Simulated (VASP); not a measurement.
The system is SrB3Pt.

```
Sr B Pt
1.0
     4.54056    0.00000    0.00000
     0.00000    4.54056    0.00000
     0.00000    0.00000    4.54056
Sr B Pt
1 3 1
Direct
  0.00000 0.00000 0.00000
  0.50000 0.00000 0.00000
  0.00000 0.50000 0.00000
  0.00000 0.00000 0.50000
  0.50000 0.50000 0.50000
```

The cell was built by a generator and needn't be a form met in nature.

| Quantity | Value |
| --- | --- |
| Program | VASP 6.6.1 |
| Task | relaxation of cell and atoms |
| Functional | PBE |
| Potentials or basis | VASP PAW PBE potentials, release 64 (Sr_sv, B, Pt) |
| Cutoff | 600 eV |
| k mesh | 5 × 5 × 5 |
| Occupations | fermi-dirac, width 0.05 eV |
| Spin | no spin polarisation |
| Hubbard terms | Pt d U = 5 eV |

At the start: pressure 1.6 GPa; volume 18.72 Å³/atom.

Where does the relaxation end?

Over 5 steps the energy falls by 14.1 meV/atom and the volume is 21.33 Å³/atom (+13.9 %); space group Pm-3m (No. 221, to 0.05 Å).

The path:
| step | energy change (eV) | largest force (eV/Å) | pressure (GPa) | volume (Å³) |
| --- | --- | --- | --- | --- |
| 1 | 0.0000 | 0.0000 | 1.55 | 93.61 |
| 2 | -0.0222 | 0.0000 | 1.33 | 96.09 |
| 3 | -0.0664 | 0.0000 | 0.43 | 103.78 |
| 4 | 0.0014 | 0.0000 | -1.68 | 120.38 |
| 5 | -0.0707 | 0.0000 | 0.02 | 106.67 |

Final structure:
```yaml
crystal:
  lattice:
    - [4.74256, 0.00000, 0.00000]
    - [0.00000, 4.74256, 0.00000]
    - [0.00000, 0.00000, 4.74256]
  atoms:
    - { symbol: Sr, position: [0.00000, 0.00000, 0.00000] }
    - { symbol: B, position: [0.50000, 0.00000, 0.00000] }
    - { symbol: B, position: [0.00000, 0.50000, 0.00000] }
    - { symbol: B, position: [0.00000, 0.00000, 0.50000] }
    - { symbol: Pt, position: [0.50000, 0.50000, 0.50000] }
```

Caveat: U without spin polarisation on a metal has little footing; the U is typed as a test and isn't derived for this compound.
